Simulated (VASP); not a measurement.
Given:

```yaml
crystal:
  lattice:
    - [0.00000, 3.25394, 3.25394]
    - [3.25394, 0.00000, 3.25394]
    - [3.25394, 3.25394, 0.00000]
  atoms:
    - { symbol: Mg, position: [0.00000, 0.00000, 0.00000] }
    - { symbol: Te, position: [0.75000, 0.75000, 0.75000] }
```

Method: PBE GGA, VASP's PBE PAW potentials (set 64) (plane waves; VASP). Run with PREC = Normal, EDIFF = 1E-5, 400 eV cut-off, 8×8×8 Γ-centred mesh, Gaussian smearing of 0.050 eV, potentials Mg Te.

Unless said otherwise, spin-orbit coupling is left out, though it shifts the bands of the heavy elements here.

**Question.** What does the run give for the energy per atom (σ→0), band gap (on the k-mesh) with the smallest direct gap where there is one?

**Answer.** 
The band gap (on the k-mesh) is 2.32 eV. The smallest direct gap (on the k-mesh) is 2.32 eV. The energy per atom (σ→0) is -308.9 kJ/mol of atoms.

The absolute energy has meaning only against runs of the same code, potentials and settings.

The compound is MgTe in the zinc blende structure, whereas wurtzite is the usual form. It was relaxed first.
